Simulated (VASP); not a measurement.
# LaB2Rh2C with r2SCAN: from relaxation to properties, part 2 of 2

Aim: relax LaB2Rh2C, then compute properties on the relaxed cell. The start is a computed cell from the Materials Project.

VASP 6.6.1; r2SCAN; plane waves and PAW (La, B, Rh_pv, C).

Still holding for the runs below: This run has no spin polarisation. Its electron count is odd, so without a moment it is a metal by construction.

So far. Step 4 (Density, ELF and potential (r2SCAN)): In this run the pressure is 0.00 GPa, small enough to go on. Step 5 (Band structure (r2SCAN)): There is no gap at this level. The relaxed cell has a = 3.888, c = 10.300 Å (conventional setting).

**6. Density of states (r2SCAN) (continued)**

The density of states has structure finer than the step of the table below, so its rows give means over 0.5 eV, whole bins alone (the curve runs from -12.0 to 3.42 eV). Peaks (eV: height): total -4.64: 6.25, -3.54: 5.75, -2.54: 7.03, -0.89: 7.83; Rh d -3.54: 2.76, -2.54: 4.51, -1.35: 4.70, -0.89: 5.37; B p -5.10: 0.764, -4.64: 1.01, -3.54: 0.802, 2.04: 0.270; C p -8.68: 0.584, -5.10: 0.313, -4.64: 0.498, -0.61: 0.608; La d -4.64: 0.159, -2.63: 0.181, -0.61: 0.324, 1.95: 0.494.

States under -12.0 eV and over 3.4 eV are left out. The density of states by energy, zero at the Fermi level; means over each step; 7 of 9 lines; values in states/eV/cell:

| energy (eV) | total | Rh d | B p | C p | La d | La f | Rh s |
| --- | --- | --- | --- | --- | --- | --- | --- |
| -11.5 | 0.100 | 9.8e-4 | 0.00597 | 3.9e-5 | 1.9e-4 | 3.4e-4 | 3.7e-4 |
| -11.0 | 0 | 0 | 0 | 0 | 0 | 0 | 0 |
| -10.5 | 0 | 0 | 0 | 0 | 0 | 0 | 0 |
| -10.0 | 0 | 0 | 0 | 0 | 0 | 0 | 0 |
| -9.5 | 0.00185 | 5.4e-5 | 6.8e-6 | 1.7e-4 | 6.8e-6 | 0 | 3.1e-4 |
| -9.0 | 2.61 | 0.193 | 0.0469 | 0.340 | 0.0287 | 0.00401 | 0.170 |
| -8.5 | 1.38 | 0.143 | 0.0363 | 0.208 | 0.00919 | 0.00554 | 0.0249 |
| -8.0 | 0.0160 | 0.00231 | 0.00182 | 1.4e-4 | 2.4e-4 | 1.1e-5 | 0.00374 |
| -7.5 | 0.213 | 0.0356 | 0.0251 | 0.00239 | 0.00265 | 2.9e-4 | 0.0440 |
| -7.0 | 0.538 | 0.132 | 0.0646 | 0.00590 | 0.00385 | 0.00110 | 0.0806 |
| -6.5 | 0.971 | 0.274 | 0.118 | 0.00765 | 0.00461 | 0.00193 | 0.110 |
| -6.0 | 1.56 | 0.432 | 0.208 | 0.0284 | 0.00720 | 0.00357 | 0.150 |
| -5.5 | 2.21 | 0.746 | 0.369 | 0.152 | 0.0207 | 0.00374 | 0.153 |
| -5.0 | 4.04 | 1.37 | 0.616 | 0.268 | 0.0652 | 0.00734 | 0.248 |
| -4.5 | 4.52 | 1.70 | 0.701 | 0.341 | 0.114 | 0.0134 | 0.122 |
| -4.0 | 2.89 | 1.38 | 0.388 | 0.177 | 0.0508 | 0.00931 | 0.0468 |
| -3.5 | 4.66 | 2.27 | 0.627 | 0.236 | 0.0952 | 0.0204 | 0.0794 |
| -3.0 | 4.95 | 2.76 | 0.429 | 0.191 | 0.111 | 0.0209 | 0.0763 |
| -2.5 | 5.41 | 3.39 | 0.210 | 0.146 | 0.144 | 0.0276 | 0.0502 |
| -2.0 | 3.47 | 2.41 | 0.102 | 0.0649 | 0.0806 | 0.0184 | 0.0526 |
| -1.5 | 5.65 | 4.04 | 0.160 | 0.132 | 0.109 | 0.0367 | 0.0803 |
| -1.0 | 6.29 | 4.21 | 0.109 | 0.395 | 0.188 | 0.0619 | 0.0734 |
| -0.5 | 5.17 | 2.96 | 0.114 | 0.428 | 0.223 | 0.0701 | 0.0970 |
| 0.0 | 2.16 | 0.945 | 0.107 | 0.171 | 0.121 | 0.0524 | 0.0393 |
| 0.5 | 0.997 | 0.318 | 0.0632 | 0.0645 | 0.0945 | 0.0392 | 0.0161 |
| 1.0 | 1.09 | 0.332 | 0.0634 | 0.0497 | 0.146 | 0.0573 | 0.00958 |
| 1.5 | 1.83 | 0.528 | 0.106 | 0.0556 | 0.268 | 0.150 | 0.00559 |
| 2.0 | 3.59 | 1.15 | 0.236 | 0.0817 | 0.463 | 0.413 | 0.0201 |
| 2.5 | 2.46 | 0.594 | 0.160 | 0.0716 | 0.323 | 0.505 | 0.0105 |
| 3.0 | 4.45 | 0.579 | 0.145 | 0.0585 | 0.221 | 2.64 | 0.0566 |

The finer mesh and the other smearing move the Fermi level by +0.03 eV from the 6×6×6 run, a small shift, which tests the Fermi level alone. Of the states within 0.3 eV of the Fermi level, the largest shares in the PAW spheres are Rh d 45 %, C p 8 % and La d 5 %. The rest lies in smaller channels or between the spheres.

**7. Vibrations at Γ (r2SCAN)**

Zone-centre modes test whether the atoms sit at a minimum within this cell. IBRION = 6 takes the force constants from differences of forces between displaced cells, so the forces must be tight.

File INCAR:

```
SYSTEM = LaB2Rh2C
PREC = Accurate
ENCUT = 520
EDIFF = 1E-08
NELM = 100
ISMEAR = 1
SIGMA = 0.2
LREAL = .FALSE.
ALGO = Normal
METAGGA = R2SCAN
LASPH = .TRUE.
NBANDS = 31
LORBIT = 11
LWAVE = .FALSE.
LCHARG = .FALSE.
KPAR = 4
IBRION = 6
NFREE = 2
POTIM = 0.015
ISIF = 2
NSW = 1
```

File POSCAR:

```
LaB2Rh2C
1.0
    0.0000000000     -3.8875729344      0.0000000000
   -3.8875729344      0.0000000000      0.0000000000
    1.9437864672     -1.9437864672     -5.1500078311
La B Rh C
1 2 2 1
Direct
    0.0000000000      0.0000000000      0.0000000000
    0.3541546280      0.6458453720      0.2916907439
    0.6458453720      0.3541546280      0.7083092561
    0.2500000000      0.2500000000      0.5000000000
    0.7500000000      0.7500000000      0.5000000000
    0.5000000000      0.5000000000      0.0000000000
```

File KPOINTS:

```
Automatic mesh
0
Gamma
8 8 8
0 0 0
```

Potentials, in the order of the species: La, B, Rh_pv and C (PBE family, release 64).

Command:

```bash
> mpirun -np 4 vasp_std
```

The job ended after 32 min (4 MPI ranks of Intel Xeon 6975P-C (Granite Rapids), shared host; peak memory 2.8 GiB).

The last energy, forces, stress and levels in OUTCAR belong to the last displaced cell, not to the cell of POSCAR.

Numbers from this step:

```
bands                     : 31
irreducible k points      : 59
pressure of the cell      : -0.008499 GPa
largest force of the cell : 1.20e-4 eV/Å
```

Modes at Γ, with each element's share of the kinetic energy:

| mode | frequency (cm⁻¹) | symmetry | La % | B % | Rh % | C % |
| --- | --- | --- | --- | --- | --- | --- |
| 1 | -1.1 | acoustic | 36 | 6 | 55 | 3 |
| 2 | -1.1 | acoustic | 36 | 6 | 55 | 3 |
| 3 | -0.2 | acoustic | 37 | 6 | 55 | 3 |
| 4 | 106.1 | Eu | 61 | 0 | 39 | 0 |
| 5 | 106.1 | Eu | 61 | 0 | 39 | 0 |
| 6 | 115.5 | A2u | 63 | 4 | 29 | 3 |
| 7 | 164.1 | Bg | 0 | 0 | 100 | 0 |
| 8 | 214.7 | Eg | 0 | 5 | 95 | 0 |
| 9 | 214.7 | Eg | 0 | 5 | 95 | 0 |
| 10 | 351.5 | Eu | 3 | 26 | 5 | 66 |
| 11 | 351.5 | Eu | 3 | 26 | 5 | 66 |
| 12 | 364.1 | A2u | 0 | 55 | 16 | 28 |
| 13 | 411.3 | Eg | 0 | 95 | 5 | 0 |
| 14 | 411.3 | Eg | 0 | 95 | 5 | 0 |
| 15 | 463.3 | Eu | 0 | 68 | 2 | 30 |
| 16 | 463.3 | Eu | 0 | 68 | 2 | 30 |
| 17 | 832.4 | A1g | 0 | 100 | 0 | 0 |
| 18 | 1207.7 | A2u | 0 | 35 | 0 | 65 |

Displacements in mode 4 (106.1 cm⁻¹), the largest set to 1:
```
La1  0.22 -1.00  0.00
B2  -0.04  0.17  0.00
B3  -0.04  0.17  0.00
Rh4 -0.14  0.65  0.00
Rh5 -0.14  0.65  0.00
C6   0.04 -0.19  0.00
```

Displacements in mode 7 (164.1 cm⁻¹), the largest set to 1:
```
La1  0.00  0.00  0.00
B2   0.00  0.00  0.00
B3   0.00  0.00  0.00
Rh4  0.00  0.00 -1.00
Rh5  0.00  0.00  1.00
C6   0.00  0.00  0.00
```

The three acoustic modes lie within 1.1 cm⁻¹ of zero, and all others are real. By the characters of their eigenvectors the optical modes sort into (cm⁻¹) Raman active: Bg 164, Eg 215, Eg 411, A1g 832; infrared active: Eu 106, A2u 115, Eu 351, A2u 364, Eu 463, A2u 1208. B labels carry no number here, since it depends on the setting of the axes. With a centre of inversion no mode is active in both.

**8. Results**

* relaxed volume: 12.97 Å³/atom
* relaxed conventional cell a, b, c: 3.888, 3.888, 10.300 Å
* space group after relaxing, within 0.02 Å: I4/mmm (No. 139)
* band gap: none, a metal
* DOS at the Fermi level: 2.11 states/eV/cell
* highest zone-centre mode: 1208 cm⁻¹

What this shows: With r2SCAN, LaB2Rh2C relaxes to 12.97 Å³/atom in space group I4/mmm (held by the symmetry of the run) and comes out as a metal. Band structure (r2SCAN): Of the bands kept, 3 cross the Fermi level on this path. Vibrations at Γ (r2SCAN): The highest mode in this list at Γ, 1207.7 cm⁻¹, has its largest share on C (65 % of the kinetic energy). Spin-orbit coupling is left out, and with elements this heavy it would split and shift bands near the Fermi level. The k-sampling is coarse for a metal, so the Fermi level, pressures and the shape of the cell carry errors. With an odd electron count and no spin the cell is a metal by construction. Modes at Γ alone can't show that the crystal is stable at other wave vectors. No search among competing phases was made, and a listed structure need not be the one stable at ambient conditions. All values are for a static lattice at zero temperature.

[Lines on the potential files, build, host, timing and source positions are cut from VASP's logs without a mark.]

[Logs are printed without paths, hosts, clocks, repeated set-up lines and the standing remarks that a program may print on its own settings, such as how far it seeks lower states.]

[Hosts, paths, dates, database ids (printed as entryN), source tags and the programs' standing remarks are cut or masked in the printed files.]

[A measured line is paired with the nearest computed mode of its activity, which favours agreement.]
